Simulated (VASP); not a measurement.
The input files of a VASP run:

**KPOINTS**
```
Automatic mesh
0
Gamma
6 6 6
0 0 0
```

**POSCAR**
```
RbCl
6.6106580
  0.0000000000   0.5000000162   0.5000000162
  0.4950495210   0.0000000000   0.5000000162
  0.4950495210   0.5000000162   0.0000000000
Rb Cl
1 1
Direct
  0.0000000000   0.0000000000   0.0000000000
  0.5000000000   0.5000000000   0.5000000000
```

INCAR:
```
! general
SYSTEM  = RbCl
PREC    = Accurate
ENCUT   = 480
LREAL   = F   ! projection in real space or not
LASPH   = T   ! aspherical one-centre terms

! electronic loop
EDIFF   = 1E-7
NELM    = 100   ! most electronic steps
ALGO    = Normal   ! blocked Davidson
LMAXMIX = 4   ! l cut-off of mixed one-centre charges

! smearing
ISMEAR  = 0   ! Gaussian
SIGMA   = 0.05

! functional
GGA     = PS   ! PBEsol

! ions
ISIF    = 2

! output
LWAVE   = F
LCHARG  = F
```

POTCAR, in this order: Rb_sv Cl (PBE.64 set). Program: vasp_std.

Translate this PBEsol calculation to Ansatz.

One equivalent input (not run):
Ansatz 0.2 input:
```yaml
crystal:
  lattice:
    - [0.0000000, 3.3053291, 3.3053291]
    - [3.2726031, 0.0000000, 3.3053291]
    - [3.2726031, 3.3053291, 0.0000000]
  atoms:
    - { symbol: Rb, position: [0.0000000, 0.0000000, 0.0000000] }
    - { symbol: Cl, position: [0.5000000, 0.5000000, 0.5000000] }
kpoints:
  mp_grid: { grid: [6, 6, 6] }
hamiltonian:
  xc: pbesol
  pseudopotentials: { kind: paw }
scf:
  occupations: { method: gaussian, width: 0.05 }
  max_iter: 100
output: { forces: true, stress: true, eigenvalues: true }
```
Limits of the translation: each code has its own PAW files, so the cut-off isn't converted (ENCUT is set for VASP's; basis.ecutwfc is left out, and Ansatz then takes the one that its files recommend); Ansatz stops its SCF on the density residual and VASP on the energy change (EDIFF).

The compound is RbCl in the rock salt structure. This cell was strained or had an atom moved on purpose.
